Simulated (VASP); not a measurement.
Output of a VASP run:

File OUTCAR:
```
 ion  position               nearest neighbor table
   1  0.000  0.000  0.000-
   2  0.799  0.500  0.500-   5 1.63   4 1.71   3 1.71   6 1.71   7 1.71
   3  0.500  0.201  0.500-   4 1.63   2 1.71   5 1.71   6 1.71   7 1.71
   4  0.500  0.799  0.500-   3 1.63   2 1.71   5 1.71   6 1.71   7 1.71
   5  0.201  0.500  0.500-   2 1.63   3 1.71   4 1.71   6 1.71   7 1.71
   6  0.500  0.500  0.799-   7 1.63   3 1.71   4 1.71   5 1.71   2 1.71
   7  0.500  0.500  0.201-   6 1.63   3 1.71   4 1.71   5 1.71   2 1.71
  LATTYP: Found a simple cubic cell.
 ALAT       =     4.0504447200
 Subroutine PRICEL returns:
 Original cell was already a primitive cell.
 Subroutine GETGRP returns: Found 48 space group operations
The static configuration has the point symmetry O_h .
The dynamic configuration has the point symmetry O_h .
 Subroutine INISYM returns: Found 48 space group operations
 Subroutine IBZKPT returns following result:
 Found     20 irreducible k-points:

 Following reciprocal coordinates:
            Coordinates               Weight
  0.000000  0.000000  0.000000      1.000000
  0.166667  0.000000  0.000000      6.000000
  0.333333  0.000000  0.000000      6.000000
  0.500000  0.000000  0.000000      3.000000
  0.166667  0.166667  0.000000     12.000000
  0.333333  0.166667  0.000000     24.000000
  0.500000  0.166667  0.000000     12.000000
  0.333333  0.333333  0.000000     12.000000
  0.500000  0.333333  0.000000     12.000000
  0.500000  0.500000  0.000000      3.000000
  0.166667  0.166667  0.166667      8.000000
  0.333333  0.166667  0.166667     24.000000
  0.500000  0.166667  0.166667     12.000000
  0.333333  0.333333  0.166667     24.000000
  0.500000  0.333333  0.166667     24.000000
  0.500000  0.500000  0.166667      6.000000
  0.333333  0.333333  0.333333      8.000000
  0.500000  0.333333  0.333333     12.000000
  0.500000  0.500000  0.333333      6.000000
  0.500000  0.500000  0.500000      1.000000
   k-points           NKPTS =     20   k-points in BZ     NKDIM =     20   number of bands    NBANDS=     18
   number of dos      NEDOS =    301   number of ions     NIONS =      7
   total plane-waves  NPLWV =  46656
   dimension x,y,z NGX =    36 NGY =   36 NGZ =   36
   dimension x,y,z NGXF=    72 NGYF=   72 NGZF=   72
   ions per type =               1   6
   PREC   = accura    normal or accurate (medium, high low for compatibility)
   ISTART =      0    job   : 0-new  1-cont  2-samecut
   ICHARG =      2    charge: 1-file 2-atom 10-const
   ISPIN  =      1    spin polarized calculation?
   LNONCOLLINEAR =      F non collinear calculations
   LSORBIT =      F    spin-orbit coupling
   INIWAV =      1    electr: 0-lowe 1-rand  2-diag
   ENCUT  =  620.0 eV  45.57 Ry    6.75 a.u.   8.22  8.22  8.22*2*pi/ulx,y,z
   NELM   =    100;   NELMIN=  2; NELMDL= -5     # of ELM steps
   EDIFF  = 0.1E-05   stopping-criterion for ELM
   LREAL  =      F    real-space projection
   NLSPLINE    = F    spline interpolate recip. space projectors
   LMAXMIX     =    2 max onsite mixed and CHGCAR
   VOSKOWN=      0    Vosko Wilk Nusair interpolation
   EDIFFG = -.2E-01   stopping-criterion for IOM
   NSW    =     40    number of steps for IOM
   NBLOCK =      1;   KBLOCK =     40    inner block; outer block
   IBRION =      2    ionic relax: 0-MD 1-quasi-New 2-CG
   NFREE  =      1    steps in history (QN), initial steepest desc. (CG)
   ISIF   =      3    stress and relaxation
   ISYM   =      2    0-nonsym 1-usesym 2-fastsym
   TEIN   =    0.0    initial temperature
   TEBEG  =    0.0;   TEEND  =   0.0 temperature during run
   SMASS  =  -3.00    Nose mass-parameter (am)
   PSTRESS=   50.0 pullay stress
   NELECT =      28.0000    total number of electrons
   EFERMI =   0.00;   METHOD = LEGACY
   ISMEAR =     0;   SIGMA  =   0.05  broadening in eV -4-tet -1-fermi 0-gaus
   IALGO  =     38    algorithm
   LDIAG  =      T    sub-space diagonalisation (order eigenvalues)
   IMIX   =      4    mixing-type and parameters
     AMIX     =   0.40;   BMIX     =  1.00
     AMIX_MAG =   1.60;   BMIX_MAG =  1.00
...
```

OSZICAR:
```
       N       E                     dE             d eps       ncg     rms          rms(c)
DAV:   1     0.178214447176E+03    0.17821E+03   -0.15293E+04   720   0.170E+03
DAV:   2    -0.480544611488E+02   -0.22627E+03   -0.22198E+03   964   0.358E+02
DAV:   3    -0.559617543105E+02   -0.79073E+01   -0.78486E+01  1056   0.680E+01
DAV:   4    -0.562261935898E+02   -0.26444E+00   -0.26422E+00  1190   0.901E+00
DAV:   5    -0.562283744465E+02   -0.21809E-02   -0.21795E-02  1004   0.822E-01    0.104E+01
DAV:   6    -0.507511186219E+02    0.54773E+01   -0.94682E+00   936   0.187E+01    0.505E+00
DAV:   7    -0.498395727310E+02    0.91155E+00   -0.62999E+00   960   0.121E+01    0.140E+00
DAV:   8    -0.498550044093E+02   -0.15432E-01   -0.10679E+00  1000   0.661E+00    0.843E-01
DAV:   9    -0.498191331556E+02    0.35871E-01   -0.13858E-01   990   0.203E+00    0.180E-01
DAV:  10    -0.498191270792E+02    0.60764E-05   -0.24817E-02  1164   0.801E-01    0.130E-01
DAV:  11    -0.498191153270E+02    0.11752E-04   -0.98297E-04   928   0.227E-01    0.717E-02
DAV:  12    -0.498190458518E+02    0.69475E-04   -0.20881E-04  1002   0.103E-01    0.269E-02
DAV:  13    -0.498190298365E+02    0.16015E-04   -0.11944E-04   974   0.653E-02    0.339E-03
DAV:  14    -0.498190301571E+02   -0.32059E-06   -0.62125E-06   904   0.186E-02
   1 F= -.47745227E+02 E0= -.47745115E+02  d E =-.477452E+02
```

### OUTCAR
```
------------------------ aborting loop because EDIFF is reached ----------------------------------------
  FORCE on cell =-STRESS in cart. coord.  units (eV):
  Direction    XX          YY          ZZ          XY          YZ          ZX
  --------------------------------------------------------------------------------------
  Total        2.0720630      2.0720630      2.0720630     -0.0000000     -0.0000000      0.0000000
  in kB       49.9580422     49.9580422     49.9580422     -0.0000000     -0.0000000      0.0000000
  external PRESSURE =      -0.0419578 kB  Pullay stress =      50.0000000 kB
  volume of cell :       66.45
      direct lattice vectors                 reciprocal lattice vectors
     4.050444720  0.000000000  0.000000000     0.246886470  0.000000000  0.000000000
     0.000000000  4.050444720  0.000000000     0.000000000  0.246886470  0.000000000
     0.000000000  0.000000000  4.050444720     0.000000000  0.000000000  0.246886470
 POSITION                                       TOTAL-FORCE (eV/Angst)
 -----------------------------------------------------------------------------------
      0.00000      0.00000      0.00000         0.000000     -0.000000      0.000000
      3.23607      2.02522      2.02522         0.000229      0.000000     -0.000000
      2.02522      0.81437      2.02522         0.000000     -0.000229     -0.000000
      2.02522      3.23607      2.02522         0.000000      0.000229      0.000000
      0.81437      2.02522      2.02522        -0.000229     -0.000000     -0.000000
      2.02522      2.02522      3.23607         0.000000      0.000000      0.000229
      2.02522      2.02522      0.81437         0.000000     -0.000000     -0.000229
 -----------------------------------------------------------------------------------
    total drift:                               -0.000000      0.000000     -0.000000
  FREE ENERGIE OF THE ION-ELECTRON SYSTEM (eV)
  ---------------------------------------------------
  free  energy   TOTEN  =       -49.8190301571 eV

  energy  without entropy=      -49.8188064170  energy(sigma->0) =      -49.81891829
  enthalpy is  TOTEN    =       -47.7452269108 eV   P V=        2.0738032463

 reached required accuracy - stopping structural energy minimisation
```
(Selected blocks of OUTCAR.)

**POSCAR**
```
CaB6
1
    4.0504447200     0.0000000000    -0.0000000000
   -0.0000000000     4.0504447200     0.0000000000
    0.0000000000     0.0000000000     4.0504447200
Ca B
1 6
Direct
  0.0000000000   0.0000000000   0.0000000000
  0.7989428890   0.5000000000   0.5000000000
  0.5000000000   0.2010571110   0.5000000000
  0.5000000000   0.7989428890   0.5000000000
  0.2010571110   0.5000000000   0.5000000000
  0.5000000000   0.5000000000   0.7989428890
  0.5000000000   0.5000000000   0.2010571110
```

Question: Write an INCAR and KPOINTS that could have produced this output.

Answer: This is not unique; one that fits is the input of the run itself, LDA (Ceperley-Alder, Perdew-Zunger), plane waves, VASP's LDA PAW potentials (set 64).

### KPOINTS
```
Automatic mesh
0
Gamma
6 6 6
0 0 0
```

### INCAR
```
ALGO = Normal
EDIFF = 1E-6
EDIFFG = -0.02
ENCUT = 620
IBRION = 2
ISIF = 3
ISMEAR = 0
LASPH = .True.
LCHARG = .False.
LREAL = .False.
LWAVE = .False.
NELM = 100
NSW = 40
PREC = Accurate
PSTRESS = 50
SIGMA = 0.05
SYSTEM = CaB6
```

POTCAR, in this order: Ca_sv B (LDA.64 set). Program: vasp_std.

The compound is CaB6 in the cab6 structure. It was relaxed first under an external pressure of 5 GPa.
